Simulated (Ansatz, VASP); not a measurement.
**Cross-check of InF between VASP and Ansatz**

One calculation is typed for both programs; each brings its own data sets. How far apart do they land? The cell is taken from a series of runs on this material, whose earlier steps may have relaxed, scaled, displaced or heated it; both programs get it as it stands.

Main program and level: Ansatz 0.2.0; plane waves, with VASP 6.6.1 beside it; dielectric response at PBE.

The structure was built from a prototype and need not be the compound's stable phase.

### 1. The structure

It takes space group Cmcm (No. 63, orthorhombic). The conventional cell has a = 3.690 Å, b = 13.632 Å, c = 3.719 Å, α = 90.00°, β = 90.00°, γ = 90.00°. Nearest to In lie 1 F at 2.32 Å. F has 1 In at 2.32 Å nearest. As first built, before any earlier steps moved the atoms (in the runner's words): all Cl replaced by F in the Cmcm structure of InCl. Farther neighbours and most contacts between anions are not listed.

### 2. Ansatz: dielectric response, PBE

Ansatz runs on its default PAW (the set named soft_2) files.

The response to a field tests empty states and converges slowly with the mesh.

Input file input.yaml:

```yaml
crystal:
  lattice:
    - [1.8450716362, -6.8158734553, 0.0]
    - [1.8450716362, 6.8158734553, 0.0]
    - [0.0, 0.0, 3.7192241398]
  atoms:
    - { symbol: In, position: [0.6354884534, 0.3645115466, 0.25] }
    - { symbol: In, position: [0.3645115466, 0.6354884534, 0.75] }
    - { symbol: F, position: [0.1942519915, 0.8057480085, 0.75] }
    - { symbol: F, position: [0.8057480085, 0.1942519915, 0.25] }
kpoints:
  mp_grid: { grid: [6, 6, 6] }
scf:
  occupations: { method: fixed }
hamiltonian:
  xc: pbe
  pseudopotentials: { kind: paw }
dielectric: {}
```

Command:

```console
$ ansatz run input.yaml --threads 4 --pin off --max-ram 8192MiB --backend cpu --events-out ev --progress --plain --runs-dir out
```

Numbers of over 12 decimals in the logs are rounded to 6 here.

Output:

```text
Engine: ansatz 0.2.0, aarch64-unknown-linux-gnu
Pseudopotentials: kind: paw
Pseudopotential: In, paw, valence charge 13, recommended cutoff 420 eV (normal), In.paw.azcp
Pseudopotential: F, paw, valence charge 7, recommended cutoff 420 eV (normal), F.paw.azcp
Functional definition: PBE
  parameter kappa = 0.804
  parameter beta = 0.066725
  exchange = pbe_x(kappa = kappa, mu = beta*pi^2/3)
  correlation = pbe_c(beta = beta)
Crystal: 4 atoms, lattice volume = 93.544 Å³
Basis set: ecut = 420 eV, 1825 PW (Γ), exchange–correlation on 96×96×60 points (8 copies of the dense FFT grid, shifted against one another)
Bands: 24, of which v1, the nominal top of the filled ones, is band 20 counted from 1 (19 counted from 0)
Symmetry: 8 space group operations
k-points: 112 of 216 (irreducible under 1 space group operation, time reversal used)
Non-local potential: In, projectors of the file, l = 0: 2, l = 1: 2, l = 2: 2, l = 3: 2
Non-local potential: F, projectors of the file, l = 0: 2, l = 1: 2, l = 2: 1
PAW form: soft (Blöchl's): semilocal exchange-correlation on the pseudo side does not see the compensation charge
PAW one-centre angular grid: In, 590 points (default); XC on 64 Gauss nodes
PAW one-centre angular grid: F, 110 points (default); XC on 64 Gauss nodes
Initial density: superposition of atomic densities (neutral atoms: chi_scale 0, normalization atom), corrected by the library's trained network
Initial wavefunctions: pseudopotential atomic-orbital guess
Functional: x = pbe(κ = 0.804, μ = 0.219515), c = pbe(β = 0.066725)
SCF iter   1: F=—  HF=-12813.434025 eV  |F-HF|=—  |Δ(HF+E_count)|=         —  Δρ=1.60e-3  dr2=2.94e-3  ethr=1.77e-3  ⟨swp⟩=4.3  Hψ=9188  notcnv=0  defer=155
preconditioner: auto → Resta (q_TF=auto, 2.368 Å⁻¹)  ε∞=3.8  [insulator: Δε(μ)=1.570 eV  Ē_g=14.571 eV  n_scr=18 (ndim 8)  ℏωp=24.3 eV  f_vac=0.103  ε∞_Penn≈3.8]
SCF iter   2: F=—  HF=-12813.434433 eV  |F-HF|=—  |Δ(HF+E_count)|=   4.07e-4  Δρ=7.84e-4  dr2=1.01e-3  ethr=7.36e-6  ⟨swp⟩=2.0  Hψ=4726  notcnv=0  defer=224
SCF iter   3: F=—  HF=-12813.434580 eV  |F-HF|=—  |Δ(HF+E_count)|=   1.48e-4  Δρ=4.95e-4  dr2=2.77e-4  ethr=2.52e-6  ⟨swp⟩=2.3  Hψ=3363  notcnv=0  defer=224
SCF iter   4: F=—  HF=-12813.434589 eV  |F-HF|=—  |Δ(HF+E_count)|=   9.08e-6  Δρ=1.11e-4  dr2=1.62e-5  ethr=6.94e-7  ⟨swp⟩=2.0  Hψ=3807  notcnv=0  defer=224
SCF iter   5: F=—  HF=-12813.434606 eV  |F-HF|=—  |Δ(HF+E_count)|=   1.63e-5  Δρ=4.06e-5  dr2=1.75e-6  ethr=4.06e-8  ⟨swp⟩=2.0  Hψ=3584  notcnv=0
SCF iter   6: F=—  HF=-12813.434611 eV  |F-HF|=—  |Δ(HF+E_count)|=   4.94e-6  Δρ=1.20e-5  dr2=1.77e-7  ethr=4.37e-9  ⟨swp⟩=2.0  Hψ=3584  notcnv=0
SCF iter   7: F=—  HF=-12813.434611 eV  |F-HF|=—  |Δ(HF+E_count)|=   6.19e-7  Δρ=3.94e-6  dr2=1.94e-8  ethr=4.44e-10  ⟨swp⟩=2.0  Hψ=4457  notcnv=0
SCF iter   8: F=—  HF=-12813.434611 eV  |F-HF|=—  |Δ(HF+E_count)|=   5.19e-8  Δρ=1.02e-6  dr2=1.11e-9  ethr=4.85e-11  ⟨swp⟩=2.0  Hψ=4704  notcnv=0
SCF iter   9: F=-12813.434611 eV  HF=-12813.434611 eV  |F-HF|=6.91e-11  |Δ(HF+E_count)|=   1.84e-9  Δρ=3.07e-7  dr2=8.66e-11  ethr=1.00e-12  ⟨swp⟩=3.0  Hψ=10944  notcnv=0
SCF 1 converged in 9 iterations: F = -12813.434611 eV  dr2 = 8.66e-11
  greatest PAW one-centre occupation: 0.985 electrons in one spin orbital (limit 2), on the In atom at site 1 (counted from 0), in its partial waves of l = 2
NSCF: frozen V_eff on 2 k-points
DFPT response loops at Γ: preconditioner auto → Resta (q_TF=auto, 2.368 Å⁻¹)  ε∞=6.2 (no band partly filled); β = 1.00, the filter's whole step (`scf.mixing.beta` (0.50) is not read by the response loops at its default; to damp them type it under 1.00, their step now; it binds the ground state too); Broyden in place of MSR1
── the response to a field inside a basis, on 10×10×10 k-points: an SCF that follows is theirs, and a resumed run solves both again ──
Bands: 21, of which v1, the nominal top of the filled ones, is band 20 counted from 1 (19 counted from 0)
k-points: 150 of 1000
Initial density: handed on by an earlier stage of this run
Initial wavefunctions: pseudopotential atomic-orbital guess (no wavefunctions were taken with the density)
Eigensolver: Dense (150 Hₖ)
SCF iter   1: F=—  HF=-12813.424653 eV  |F-HF|=—  |Δ(HF+E_count)|=         —  Δρ=4.02e-4  dr2=3.40e-5  ethr=1.00e-1
preconditioner: auto → Resta (q_TF=auto, 2.368 Å⁻¹)  ε∞=4.4  [insulator: Δε(μ)=1.536 eV  Ē_g=13.110 eV  n_scr=18 (ndim 8)  ℏωp=24.3 eV  f_vac=0.107  ε∞_Penn≈4.4]
SCF iter   2: F=—  HF=-12813.424650 eV  |F-HF|=—  |Δ(HF+E_count)|=   3.61e-6  Δρ=1.47e-4  dr2=1.25e-5  ethr=8.51e-8
SCF iter   3: F=—  HF=-12813.424649 eV  |F-HF|=—  |Δ(HF+E_count)|=   2.17e-7  Δρ=8.27e-5  dr2=1.56e-6  ethr=3.11e-8
SCF iter   4: F=-12813.424650 eV  HF=-12813.424650 eV  |F-HF|=1.31e-8  |Δ(HF+E_count)|=   2.82e-7  Δρ=5.44e-6  dr2=5.07e-8  ethr=3.90e-9
SCF 1 converged in 4 iterations: F = -12813.424650 eV  dr2 = 5.07e-8
  greatest PAW one-centre occupation: 0.985 electrons in one spin orbital (limit 2), on the In atom at site 0 (counted from 0), in its partial waves of l = 2
DFPT response loops at Γ: preconditioner auto → Resta (q_TF=auto, 2.368 Å⁻¹)  ε∞=6.3 (no band partly filled); β = 1.00, the filter's whole step (`scf.mixing.beta` (0.50) is not read by the response loops at its default; to damp them type it under 1.00, their step now; it binds the ground state too); Broyden in place of MSR1
SCF converged after 9 iterations
Free energy (F): -12813.434611 eV
Harris-Foulkes:  -12813.434611 eV  (|F-HF|=6.91e-11)
Internal energy: -12813.434611 eV  (E = F + TS)
E sigma→0 (E₀):  -12813.434611 eV
Fermi energy:    4.499478 eV
--- Per-component energies (eV) ---
  E_band       = -226.926221
  E_kinetic    = 889.326539
  E_local      = -4311.739057  (includes V_loc(G=0)·N_el)
  E_nonlocal   = 879.176757
  E_hartree    = 1720.583186
  E_xc         = -591.248309
  E_vxc        = -403.180180  (∫ρ·V_xc dr)
  E_paw        = -8700.181516  (= ΣΔE_a)
  E_vpaw       = -721.680900  (= ΣTr[D̂ρ^β])
  E_aug_tail   = 0.004127  (compensation charges beyond the density's cutoff)
  E_ewald      = -2699.356338
  E_smearing   = -0.000000  (= −TS)
  E_closure    = 0.000000  (closes the sum)
  Σ components = -12813.434611   (vs F -12813.434611, Δ=0.00e0)
--- Band table (eV; the first three rows and the last of 112) ---
  k-point 0: bands = [... 16 lower, 0.4622, 1.1645, 1.1774, 3.7633, 6.9140, 11.4881, 11.7413, 11.7778]
  k-point 1: bands = [... 16 lower, 0.5503, 1.1765, 1.7176, 3.8462, 7.2696, 9.6452, 10.7285, 11.5773]
  k-point 2: bands = [... 16 lower, 0.7655, 1.1353, 2.6384, 4.0211, 7.4984, 8.1094, 8.5657, 11.1026]
  k-point 111: bands = [... 16 lower, 0.9935, 0.9935, 3.7507, 3.7507, 6.3958, 6.3958, 10.9210, 10.9210]
--- Dielectric response (ions clamped): 3 representative field directions + reference, inside a basis on a mesh of 1000 k-points (Σ response iterations 21) ---
  ε∞ (high-frequency dielectric tensor):
        5.047866     0.000000     0.000000
        0.000000     4.819750    -0.000000
        0.000000    -0.000000     5.352770
  Born effective charges Z* (e; rows j = field, columns β = displacement):
    site 0:
         1.73456    0.00000    0.00000
         0.00000    2.05607   -0.00000
         0.00000   -0.00000    1.77870
    site 1:
         1.73456    0.00000    0.00000
         0.00000    2.05607   -0.00000
         0.00000   -0.00000    1.77870
    site 2:
        -1.73456   -0.00000   -0.00000
        -0.00000   -2.05607    0.00000
        -0.00000    0.00000   -1.77870
    site 3:
        -1.73456   -0.00000   -0.00000
        -0.00000   -2.05607    0.00000
        -0.00000    0.00000   -1.77870
  Z* charge neutrality: 1.870e-3 e pre-enforcement
  solved inside a basis spanned on kpoints, on 10×10×10 k-points, its susceptibility summed on 12×12×12: ε∞ is read to err by 2.4e-2, Z* by 1.6e-2 e (field_mesh: kpoints solves on kpoints); Z* is corrected for what the basis lacks
```

[end of part 1 of 2]

[Lines on the potential files, build, host, timing and source positions are cut from VASP's logs without a mark.]

[Logs are printed without paths, hosts, clocks, repeated set-up lines and the standing remarks that a program may print on its own settings, such as how far it seeks lower states.]

[Hosts, paths, dates, database ids (printed as entryN), source tags and the programs' standing remarks are cut or masked in the printed files.]
